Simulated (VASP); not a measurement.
Write the native input for VASP 6.6.1 that does the following.

| Quantity | Value |
| --- | --- |
| Task | relaxation of cell and atoms |
| Functional | PBE |
| Potentials or basis | VASP PAW PBE potentials, release 64 (Sb, Te, O) |
| Cutoff | 520 eV |
| k mesh | 3 × 3 × 2 |
| Occupations | gaussian, width 0.15 eV |
| Spin | no spin polarisation |
| Further INCAR settings | PREC = Normal; ALGO = Fast; EDIFF = 0.0001; IBRION = 2; EDIFFG = -0.08; NSW = 24; ISIF = 3 |

The structure of Sb2Te4O lies in POSCAR:

```
Sb2Te4O
1.0
    4.4474712100      0.0000000000      0.0000000000
    0.0000000000      4.4474712100      0.0000000000
    0.0000000000      0.0000000000      9.9131979100
Sb Te O
2 4 1
Direct
    0.0000000000      0.5000000000      0.2612232300
    0.5000000000      0.0000000000      0.7387767700
    0.5000000000      0.0000000000      0.3609859300
    0.0000000000      0.5000000000      0.6390140700
    0.5000000000      0.5000000000      0.0000000000
    0.0000000000      0.0000000000      0.0000000000
    0.5000000000      0.5000000000      0.5000000000
```

The cell was built by a generator and needn't be a form met in nature.

These files were run (other wordings do the same):

INCAR

```
PREC = Normal
ENCUT = 520
EDIFF = 1E-4
ISMEAR = 0
SIGMA = 0.15
LREAL = F
LASPH = T
NELM = 60
ALGO = Fast
ISIF = 3
LWAVE = F
LCHARG = F
GGA = PE
IBRION = 2
NSW = 24
EDIFFG = -0.08
KPAR = 2
```

KPOINTS

```
regular mesh
0
Gamma
  3 3 2
```

Potentials or basis: VASP PAW PBE potentials, release 64 (Sb, Te, O).

The run is started by

```console
$ cat potpaw_PBE.64/Sb/POTCAR potpaw_PBE.64/Te/POTCAR potpaw_PBE.64/O/POTCAR > POTCAR
$ mpirun -np 2 vasp_std > vasp.out
```

Results of the run:

The relaxed volume is 25.97 Å³/atom. The relaxed cell is a = 4.495 Å, b = 4.495 Å, c = 8.998 Å, α = 90.00°, β = 90.00°, γ = 90.00°. The space group after relaxing (to 0.05 Å) is P-4m2 (No. 115) and the energy gained by relaxing is 156.9 meV/atom. The ionic steps are 17, the pressure after relaxing is 0.1 GPa and the largest force after relaxing is 0.058 eV/Å. The band gap on the k mesh is none (metal or under the smearing width).

Caveat: the k mesh is coarse (spacing up to 0.47 Å⁻¹), so the values aren't converged; the relaxation stopped at a loose force limit of 0.08 eV/Å, so its end isn't a converged minimum.

It took 120 s on 2 MPI ranks on Intel(R) Xeon(R) Platinum 8375C CPU @ 2.90GHz (Ice Lake) (shared host), peak memory 0.22 GiB a rank.
